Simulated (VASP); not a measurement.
Given:

```
La
1.0
    1.82990    -3.16948     0.00000
    1.82990     3.16948     0.00000
    0.00000     0.00000    11.69028
La
4
Cartesian
  0.00000   0.00000   5.84514
  0.00000   0.00000   0.00000
  1.82990   1.05650   2.92257
  1.82990  -1.05650   8.76771
```

Computed with PBEsol GGA, VASP's PBE PAW potentials (set 64) (plane waves; VASP). Run with 400 eV cut-off, 11×11×3 Γ-centred mesh, tetrahedra with Blöchl corrections, potentials La.

Q: Predict the energy per atom (σ→0), band gap (on the k-mesh) with the smallest direct gap where there is one.

A: 
```
Quantity                                                    Result
------------------------  ----------------------------------------
band gap (on the k-mesh)  none (metal, semimetal or under 0.01 eV)
energy per atom (σ→0)                               -5.347 eV/atom
```

The compound is La in the dhcp structure. It was relaxed first, which changed the volume by -9 %.
